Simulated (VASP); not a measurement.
An input for Quantum ESPRESSO's pw.x (written as the equivalent of a VASP run, and not itself run):

```
&CONTROL
  calculation = 'vc-relax'
  pseudo_dir = './pseudo'
  outdir = './out'
  tprnfor = .true.
  tstress = .true.
  nstep = 60
  forc_conv_thr = 0.00078
/
&SYSTEM
  ibrav = 0
  nat = 8
  ntyp = 3
  ecutwfc = 84
  occupations = 'smearing'
  smearing = 'gaussian'
  degauss = 0.003675
  input_dft = 'pbesol'
/
&ELECTRONS
  conv_thr = 7.3e-08
  electron_maxstep = 100
/
&IONS
/
&CELL
/
ATOMIC_SPECIES
  Zn 65.380 Zn.upf
  Te 127.600 Te.upf
  S 32.060 S.upf
CELL_PARAMETERS angstrom
     0.0000000    2.7709658    2.7709658
     2.7709658    0.0000000    2.7709658
    11.0902712   11.0902712   -0.0064080
ATOMIC_POSITIONS crystal
  Zn   0.0294385  0.0294385  0.9779211
  Zn   0.9726739  0.9726739  0.2704946
  Zn   0.9907113  0.9907113  0.5069666
  Zn   0.0085772  0.0085772  0.7435671
  Te   0.2452277  0.2452277  0.0660792
  S    0.2331887  0.2331887  0.3251085
  S    0.2511609  0.2511609  0.5616293
  S    0.2690218  0.2690218  0.7982337
K_POINTS automatic
  6 6 2 0 0 0
```

Question: Write the VASP files for the same calculation (PBEsol).

Answer: One answer among several that fit: 
INCAR:
```
ISMEAR = 0   # Gaussian
EDIFF = 1E-6   # SCF stop (eV)
GGA = PS   # PBEsol
PREC = Accurate
IBRION = 2   # conjugate gradients
LASPH = .TRUE.   # aspherical one-centre terms
NELM = 100
ISIF = 3   # ions, shape and volume
NSW = 60   # most ionic steps
EDIFFG = -0.02
LMAXMIX = 4   # l cut-off of mixed one-centre charges
SYSTEM = Zn4S3Te
LWAVE = .FALSE.
ALGO = Normal   # blocked Davidson
ENCUT = 400   # plane-wave cut-off (eV)
SIGMA = 0.05   # width (eV)
LREAL = .FALSE.   # projection in real space or not
LCHARG = .FALSE.
```

**KPOINTS**
```
Automatic mesh
0
Gamma
6 6 2
0 0 0
```

**POSCAR**
```
Zn4S3Te
1
    0.0000000000     2.7709658009     2.7709658009
    2.7709658009     0.0000000000     2.7709658009
   11.0902712466    11.0902712466    -0.0064080430
Zn Te S
4 1 3
Direct
  0.0294385046   0.0294385046   0.9779211215
  0.9726738922   0.9726738922   0.2704945809
  0.9907112603   0.9907112603   0.5069665548
  0.0085772162   0.0085772162   0.7435670879
  0.2452277154   0.2452277154   0.0660792135
  0.2331886769   0.2331886769   0.3251084924
  0.2511609496   0.2511609496   0.5616292878
  0.2690217850   0.2690217850   0.7982336613
```

POTCAR, in this order: Zn Te S (PBE.64 set). Program: vasp_std.

What does not carry over: the potentials are each code's own (VASP's PAW set, PseudoDojo norm-conserving files in pw.x), so ENCUT and ecutwfc are chosen apart and not converted; conv_thr bounds pw.x's estimated SCF error, while EDIFF bounds the energy change between steps; forc_conv_thr acts on force components and is met together with etot_conv_thr.

The structure was generated: Zn4S3Te was put into an ordered model structure (R3m), which need not be its known phase. This run relaxes it. Symmetry was kept, so distortions that lower it aren't found. The start is the result of an earlier pass.
